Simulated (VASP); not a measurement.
# A VASP study of BiRh (rev-vdW-DF2): structure first, properties next

Wanted: the relaxed cell of BiRh and its properties. The steps: relaxing cell and atoms (rev-vdW-DF2), second relaxation, single point with fields (rev-vdW-DF2), band structure (rev-vdW-DF2), density of states (rev-vdW-DF2), field gradients at the nuclei (rev-vdW-DF2), optical spectrum (rev-vdW-DF2) and band structure (rev-vdW-DF2), changed input. The start is a cell from a database of measured crystal structures.

Method: rev-vdW-DF2; plane waves and PAW (Bi_d, Rh_pv), in VASP 6.6.1.

## (1) The structure

Before any relaxation, the start is as follows. The structure is hexagonal, space group P6_3/mmc (No. 194). The conventional cell has a = 4.094 Å, b = 4.094 Å, c = 5.663 Å, α = 90.00°, β = 90.00°, γ = 120.00°. Bi has 6 Rh at 2.76 Å nearest. Nearest to Rh lie 6 Bi at 2.76 Å and 2 Rh at 2.83 Å. Farther neighbours are not listed.

As a file:

```cif
data_structure
_symmetry_space_group_name_H-M 'P 1'
_symmetry_Int_Tables_number 1
_cell_length_a 4.0940
_cell_length_b 4.0940
_cell_length_c 5.6630
_cell_angle_alpha 90.000
_cell_angle_beta 90.000
_cell_angle_gamma 120.000
_cell_volume 82.20
loop_
_atom_site_label
_atom_site_type_symbol
_atom_site_fract_x
_atom_site_fract_y
_atom_site_fract_z
_atom_site_occupancy
Bi1 Bi 0.33333 0.66667 0.25000 1
Bi2 Bi 0.66667 0.33333 0.75000 1
Rh3 Rh 0.00000 0.00000 0.00000 1
Rh4 Rh 0.00000 0.00000 0.50000 1
```

## (2) Relaxing cell and atoms (rev-vdW-DF2)

The start need not lie at this functional's minimum. ISIF = 3 frees volume, shape and positions, and EDIFFG sets the threshold on forces and stress at which the search stops. rev-vdW-DF2 revises the exchange of vdW-DF2 for solids. LUSE_VDW switches on a nonlocal correlation term for dispersion.

Input file INCAR:

```
SYSTEM = BiRh
PREC = Accurate
ENCUT = 400
EDIFF = 1E-06
NELM = 100
ISMEAR = 1
SIGMA = 0.2
LREAL = .FALSE.
ALGO = Normal
GGA = MK
AGGAC = 0
LUSE_VDW = .TRUE.
PARAM1 = 0.1234
PARAM2 = 0.711357
ZAB_VDW = -1.8867
LASPH = .TRUE.
NBANDS = 37
LORBIT = 11
LWAVE = .FALSE.
LCHARG = .FALSE.
KPAR = 4
IBRION = 2
NSW = 60
ISIF = 3
EDIFFG = -0.01
```

Input file POSCAR:

```
BiRh
1.0
    4.0940000000      0.0000000000      0.0000000000
   -2.0470000000      3.5455080031      0.0000000000
    0.0000000000      0.0000000000      5.6630000000
Bi Rh
2 2
Direct
    0.3333333333      0.6666666667      0.2500000000
    0.6666666667      0.3333333333      0.7500000000
    0.0000000000      0.0000000000      0.0000000000
    0.0000000000      0.0000000000      0.5000000000
```

Input file KPOINTS:

```
Automatic mesh
0
Gamma
6 6 4
0 0 0
```

Potentials, in the order of the species: Bi_d and Rh_pv (PBE family, release 64).

Started as:

```bash
> mpirun -np 4 vasp_std
```

Log:

```text
[banner, memory and clock lines left out]
running    4 mpi-ranks, on    1 nodes
 distrk:  each k-point on    1 cores,    4 groups
 distr:  one band on    1 cores,    1 groups

 POSCAR found type information on POSCAR BiRh
 POSCAR found :  2 types and       4 ions
|                                                                             |
|               ----> ADVICE to this user running VASP <----                  |
|                                                                             |
|     You have switched on vdW-DFT.                                           |
|     This routine was written and supplied by Jiri Klimes. We recommend      |
|     that you carefully read and cite the following publications:            |
|       J. Klimes, D.R. Bowler, A. Michelides                                 |
|          J. Phys.: Cond Matt. 22 022201 (2010)                              |
|       J. Klimes, D.R. Bowler, A. Michelides                                 |
|          Phys. Rev. B. 83, 195131 (2011)                                    |
|     and references therein.                                                 |
|                                                                             |

|                                                                             |
|               ----> ADVICE to this user running VASP <----                  |
|                                                                             |
|     You enforced a specific xc type in the INCAR file but a different       |
|     [... a line on the potential file left out ...]
|     I HOPE YOU KNOW WHAT YOU ARE DOING!                                     |
|                                                                             |

 LDA part: xc-table for (Slater+PW92), standard interpolation
 POSCAR, INCAR and KPOINTS ok, starting setup
 FFT: planning ... GRIDC
 FFT: planning ... GRID_SOFT
 FFT: planning ... GRID
 WAVECAR not read
 entering main loop
       N       E                     dE             d eps       ncg     rms          rms(c)
DAV:   1     0.717865180972E+03    0.71787E+03   -0.29306E+04  1610   0.177E+03
DAV:   2     0.483076398053E+02   -0.66956E+03   -0.65435E+03  1593   0.547E+02
DAV:   3    -0.932964796875E+01   -0.57637E+02   -0.55827E+02  1751   0.172E+02
DAV:   4    -0.115165618827E+02   -0.21869E+01   -0.21776E+01  1788   0.348E+01
DAV:   5    -0.116047664275E+02   -0.88205E-01   -0.88181E-01  2145   0.679E+00    0.876E+00
DAV:   6    -0.113550699946E+02    0.24970E+00   -0.32754E-01  1904   0.524E+00    0.454E+00
DAV:   7    -0.112882233219E+02    0.66847E-01   -0.18658E-01  1872   0.361E+00    0.101E+00
DAV:   8    -0.112831646019E+02    0.50587E-02   -0.33015E-02  1679   0.139E+00    0.295E-01
DAV:   9    -0.112823404350E+02    0.82417E-03   -0.79480E-03  1817   0.859E-01    0.727E-02
DAV:  10    -0.112823096912E+02    0.30744E-04   -0.35493E-04  1888   0.192E-01    0.305E-02
DAV:  11    -0.112823346559E+02   -0.24965E-04   -0.39342E-05  1977   0.438E-02    0.601E-03
DAV:  12    -0.112823344996E+02    0.15634E-06   -0.29606E-06  1440   0.130E-02
   1 F= -.11282334E+02 E0= -.11282255E+02  d E =-.112823E+02
 curvature:   0.00 expect dE= 0.000E+00 dE for cont linesearch  0.000E+00
 trial: gam= 0.00000 g(F)=  0.462E-46 g(S)=  0.121E+00 ort = 0.000E+00 (trialstep = 0.100E+01)
 search vector abs. value=  0.121E+00
 bond charge predicted
       N       E                     dE             d eps       ncg     rms          rms(c)
DAV:   1    -0.167099098172E+02   -0.54276E+01   -0.96767E+01  1756   0.108E+02    0.167E+01
DAV:   2    -0.132938772141E+02    0.34160E+01   -0.41806E+01  1629   0.444E+01    0.881E+00
DAV:   3    -0.113664022426E+02    0.19275E+01   -0.55620E+00  1644   0.181E+01    0.362E+00
DAV:   4    -0.112700913619E+02    0.96311E-01   -0.50530E-01  1906   0.581E+00    0.176E+00
DAV:   5    -0.112615248950E+02    0.85665E-02   -0.52926E-02  2037   0.201E+00    0.631E-01
DAV:   6    -0.112608224593E+02    0.70244E-03   -0.10672E-02  1793   0.789E-01    0.954E-02
DAV:   7    -0.112608984029E+02   -0.75944E-04   -0.69947E-04  1714   0.217E-01    0.386E-02
DAV:   8    -0.112608738054E+02    0.24598E-04   -0.58479E-05  1912   0.565E-02    0.118E-02
DAV:   9    -0.112608732447E+02    0.56076E-06   -0.16403E-05  1822   0.274E-02    0.247E-03
DAV:  10    -0.112608728280E+02    0.41662E-06   -0.73484E-07   909   0.697E-03
   2 F= -.11260873E+02 E0= -.11258725E+02  d E =0.214617E-01
[...]
3 F= -.11306793E+02 E0= -.11305890E+02  d E =-.244581E-01
[...]
4 F= -.11307715E+02 E0= -.11306723E+02  d E =-.922404E-03
 trial-energy change:   -0.000922  1 .order   -0.000913   -0.001353   -0.000473
 step:   1.3154(harm=  1.3579)  dis= 0.00000  next Energy=   -11.307832 (dE=-0.104E-02)
 bond charge predicted
       N       E                     dE             d eps       ncg     rms          rms(c)
DAV:   1    -0.113096668402E+02   -0.19519E-02   -0.73211E-02  1634   0.176E+00    0.247E-01
DAV:   2    -0.113083516136E+02    0.13152E-02   -0.23792E-03  1799   0.439E-01    0.133E-01
DAV:   3    -0.113079081823E+02    0.44343E-03   -0.97490E-04  1864   0.237E-01    0.543E-02
DAV:   4    -0.113078525338E+02    0.55648E-04   -0.23888E-04  1929   0.114E-01    0.141E-02
DAV:   5    -0.113078510912E+02    0.14427E-05   -0.20886E-05  1791   0.314E-02    0.498E-03
DAV:   6    -0.113078510368E+02    0.54360E-07   -0.21674E-06  1220   0.113E-02
   5 F= -.11307851E+02 E0= -.11306811E+02  d E =-.105840E-02
 curvature:  -0.68 expect dE=-0.114E-04 dE for cont linesearch -0.281E-05
 trial: gam=-0.05127 g(F)=  0.119E-46 g(S)=  0.168E-04 ort = 0.800E-04 (trialstep = 0.970E+00)
 search vector abs. value=  0.127E-04
 reached required accuracy - stopping structural energy minimisation
```

Elapsed: 5.9 min, on 4 MPI ranks of Intel Xeon Platinum 8259CL at 2.50GHz (Skylake/Cascade Lake), shared host; peak memory 1.6 GiB.

The logs omit lines about the potential files and the build; timing stands in the text.

OUTCAR, selected parts (step 2):

```text
ion  position               nearest neighbor table
   1  0.333  0.667  0.250-   3 2.76   4 2.76   3 2.76   4 2.76   3 2.76   4 2.76   2 3.69   2 3.69
                             2 3.69   2 3.69   2 3.69   2 3.69
   2  0.667  0.333  0.750-   3 2.76   4 2.76   3 2.76   4 2.76   3 2.76   4 2.76   1 3.69   1 3.69
                             1 3.69   1 3.69   1 3.69   1 3.69
   3  0.000  0.000  0.000-   1 2.76   2 2.76   2 2.76   1 2.76   2 2.76   1 2.76   4 2.83   4 2.83

  LATTYP: Found a hexagonal cell.
 ALAT       =     4.0940000000
 C/A-ratio  =     1.3832437714

 Subroutine GETGRP returns: Found 24 space group operations
 (whereof 12 operations were pure point group operations)

The static configuration has the point symmetry D_3d.
 The point group associated with its full space group is D_6h.

 Found     21 irreducible k-points:

   k-points           NKPTS =     21   k-points in BZ     NKDIM =     21   number of bands    NBANDS=     37

   dimension x,y,z NGX =    28 NGY =   28 NGZ =   40
   dimension x,y,z NGXF=    56 NGYF=   56 NGZF=   80

   ENCUT  =  400.0 eV  29.40 Ry    5.42 a.u.   6.68  6.68  9.23*2*pi/ulx,y,z

   NELECT =      60.0000    total number of electrons

 k-points in reciprocal lattice and weights: Automatic mesh
   0.00000000  0.00000000  0.00000000       0.007
   0.16666667 -0.00000000  0.00000000       0.042
   0.33333333  0.00000000  0.00000000       0.042
   0.50000000 -0.00000000  0.00000000       0.021
   0.16666667  0.16666667  0.00000000       0.042
   0.33333333  0.16666667  0.00000000       0.083
   0.33333333  0.33333333  0.00000000       0.014
   0.00000000  0.00000000  0.25000000       0.014
   0.16666667 -0.00000000  0.25000000       0.083
[...]
0.33333333  0.16666667  0.50000000       0.083
   0.33333333  0.33333333  0.50000000       0.014

 average (electrostatic) potential at core
       1-101.3604       2-101.3604       3 -72.2844       4 -72.2844

 E-fermi :   9.5110

 k-point     1 :       0.0000    0.0000    0.0000
  band No.  band energies     occupation
    ...
     24       6.8611      2.00000
     25       7.5553      2.00000
     26       7.5553      2.00000
     27       8.5452      2.00000
     28       8.5452      2.00000
     29      10.7436     -0.00000
     30      10.7436     -0.00000
     31      10.8349     -0.00000
     32      12.6997     -0.00000
     33      12.8641     -0.00000
    ...

 k-point     2 :       0.1667   -0.0000    0.0000
  band No.  band energies     occupation
    ...
     25       7.1983      2.00000
     26       7.6415      2.00000
     27       8.4893      2.00000
     28       8.5547      2.00000
     29       9.1129      2.01649
     30      10.1855     -0.00002
     31      10.6329     -0.00000
     32      11.7252     -0.00000
     33      12.9206     -0.00000
     34      13.7801      0.00000
    ...

 k-point     3 :       0.3333    0.0000    0.0000
  band No.  band energies     occupation
    ...
     26       7.8221      2.00000
     27       8.0428      2.00000
     28       8.4121      2.00000
     29       8.5796      2.00000
     30       8.8845      2.00009
     31       9.7300     -0.06476
     32      10.1692     -0.00003
     33      12.5707     -0.00000
     34      14.2587      0.00000
     35      14.3980      0.00000
    ...

Total vdW correction in eV:      8.8329351

  Total       -0.0109992     -0.0109992     -0.0338926     -0.0000000      0.0000000      0.0000000
  in kB       -0.2086243     -0.2086243     -0.6428456     -0.0000000      0.0000000      0.0000000
  external PRESSURE =      -0.3533648 kB  Pullay stress =       0.0000000 kB

  energy-cutoff  :      400.00
  volume of cell :       84.47
      direct lattice vectors                 reciprocal lattice vectors
     4.143784657 -0.000000000 -0.000000000     0.241325282  0.139329216  0.000000000
    -2.071892328  3.588622781  0.000000000     0.000000000  0.278658433  0.000000000
    -0.000000000  0.000000000  5.680460741     0.000000000  0.000000000  0.176042058

 POSITION                                       TOTAL-FORCE (eV/Angst)
 -----------------------------------------------------------------------------------
     -0.00000      2.39242      1.42012         0.000000     -0.000000     -0.000000
      2.07189      1.19621      4.26035        -0.000000      0.000000      0.000000
      0.00000      0.00000      0.00000         0.000000     -0.000000      0.000000
     -0.00000      0.00000      2.84023         0.000000     -0.000000      0.000000
 -----------------------------------------------------------------------------------
    total drift:                               -0.000000      0.000000      0.000000

  FREE ENERGIE OF THE ION-ELECTRON SYSTEM (eV)
  ---------------------------------------------------
  free  energy   TOTEN  =       -11.3078510368 eV

  energy  without entropy=      -11.3047317231  energy(sigma->0) =      -11.30681127

Total vdW correction in eV:      8.8329277

 reached required accuracy - stopping structural energy minimisation

 total charge
# of ion       s       p       d       tot
------------------------------------------
    1        1.448   1.434   9.975  12.857
    2        1.448   1.434   9.975  12.857
    3        0.332   6.196   7.357  13.886
    4        0.332   6.196   7.357  13.886
--------------------------------------------------
tot          3.561  15.260  34.664  53.485

[... 3 further parts left out ...]
```

CONTCAR:

```
BiRh
   1.00000000000000
     4.1437846567110173   -0.0000000000000000   -0.0000000000000000
    -2.0718923283555086    3.5886227805306667    0.0000000000000000
    -0.0000000000000000    0.0000000000000000    5.6804607413052777
  Bi              Rh
     2     2
Direct
     0.3333333332999970    0.6666666667000030    0.2500000000000000
     0.6666666667000030    0.3333333332999970    0.7500000000000000
     0.0000000000000000    0.0000000000000000    0.0000000000000000
     0.0000000000000000    0.0000000000000000    0.5000000000000000
```

The k-mesh is coarse for a metal. The PAW data sets were made with PBE, which is usual practice but a small mismatch for other functionals. The run keeps the 24 symmetry operations of its start, so it cannot find a distortion of lower symmetry.

Relaxation path:

```csv
step,energy less that of the first step (eV),largest force (eV/Å),pressure (GPa),volume (Å³)
1,0.0000,0.0000,3.54,82.20
2,0.0215,0.0000,-4.36,87.72
3,-0.0245,0.0000,-0.04,84.47
4,-0.0254,0.0000,-0.05,84.47
5,-0.0255,0.0000,-0.04,84.47
```

```csv
"conventional cell, symmetrised",before,after,change
a (Å),4.094,4.144,+1.2 %
b (Å),4.094,4.144,+1.2 %
c (Å),5.663,5.680,+0.3 %
volume (Å³/atom),20.55,21.12,+2.8 %
```

The relaxed structure:

```xyz
4
Lattice="4.1438 0.0000 0.0000 -2.0719 3.5886 0.0000 0.0000 0.0000 5.6805" Properties=species:S:1:pos:R:3 pbc="T T T"
Bi    0.0000    2.3924    1.4201
Bi    2.0719    1.1962    4.2603
Rh    0.0000    0.0000    0.0000
Rh    0.0000    0.0000    2.8402
```

Numbers from this step:

```yaml
electrons: 60
bands: 37
irreducible_k_points: 21
symmetry_operations: 24
free_energy_toten: -11.31 eV
energy_at_zero_smearing: -11.31 eV
fermi_energy: 9.511 eV
pressure: -0.03534 GPa
metallic: yes
scf_cycles_over_all_ionic_steps: 44
```

It ends with forces that vanish by symmetry and a pressure of -0.04 GPa. The volume lies +2.8 % from that of the database's start.

[end of part 1 of 5]

[Lines on the potential files, build, host, timing and source positions are cut from VASP's logs without a mark.]

[Logs are printed without paths, hosts, clocks, repeated set-up lines and the standing remarks that a program may print on its own settings, such as how far it seeks lower states.]

[Hosts, paths, dates, database ids (printed as entryN), source tags and the programs' standing remarks are cut or masked in the printed files.]

[A measured line is paired with the nearest computed mode of its activity, which favours agreement.]
